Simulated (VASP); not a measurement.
Sb2TeO2:

```
Sb Te O
1.0
     3.98671    0.00000    0.00000
     0.00000   12.30128    0.00000
     0.00000    0.00000    3.95103
Sb Te O
4 2 4
Direct
  0.41934 0.85612 0.50000
  0.58066 0.14388 0.50000
  0.91934 0.64388 0.00000
  0.08066 0.35612 0.00000
  0.00000 0.00000 0.00000
  0.50000 0.50000 0.50000
  0.44100 0.74911 0.00000
  0.55900 0.25089 0.00000
  0.94100 0.75089 0.50000
  0.05900 0.24911 0.50000
```

The cell was built by a generator and needn't be a form met in nature.

| Item | Value |
| --- | --- |
| Program | VASP 6.6.1 |
| Task | relaxation of cell and atoms |
| Functional | PBE |
| Potentials or basis | VASP PAW PBE potentials, release 64 (Sb, Te, O) |
| Cutoff | 520 eV |
| k mesh | 4 × 2 × 4 |
| Occupations | gaussian, width 0.15 eV |
| Spin | no spin polarisation |

At the start: pressure -3.9 GPa; volume 19.38 Å³/atom.

How do energy, volume and symmetry change on relaxing?

Over 14 steps the energy falls by 61.1 meV/atom and the volume is 19.36 Å³/atom (-0.1 %); space group Pnnm (No. 58, to 0.05 Å).

The path:
```csv
step,energy change (eV),largest force (eV/Å),pressure (GPa),volume (Å³)
1,0.0000,1.8990,-3.91,193.76
2,-0.3569,0.2025,5.15,180.81
3,-0.4085,0.5174,2.83,183.96
4,-0.5559,0.1967,1.11,189.52
5,-0.5781,0.1699,0.59,192.07
6,-0.5484,0.4848,-0.42,197.24
7,-0.5803,0.2159,0.33,193.28
8,-0.5805,0.1953,0.33,193.03
9,-0.5989,0.1384,-0.62,194.51
10,-0.6003,0.1294,-0.63,194.84
11,-0.6004,0.1370,-1.08,195.50
12,-0.6008,0.1448,-0.82,195.15
13,-0.6110,0.0918,0.00,193.79
14,-0.6112,0.0766,0.05,193.61
```

Final structure:
```
Sb Te O
1.0
     3.90461    0.00000    0.00000
     0.00000   12.62556    0.00000
     0.00000    0.00000    3.92737
Sb Te O
4 2 4
Direct
  0.41514 0.84580 0.50000
  0.58486 0.15420 0.50000
  0.91514 0.65420 0.00000
  0.08486 0.34580 0.00000
  0.00000 0.00000 0.00000
  0.50000 0.50000 0.50000
  0.45617 0.74990 0.00000
  0.54383 0.25010 0.00000
  0.95617 0.75010 0.50000
  0.04383 0.24990 0.50000
```

Caveat: the k mesh is coarse (spacing up to 0.40 Å⁻¹), so the values aren't converged.
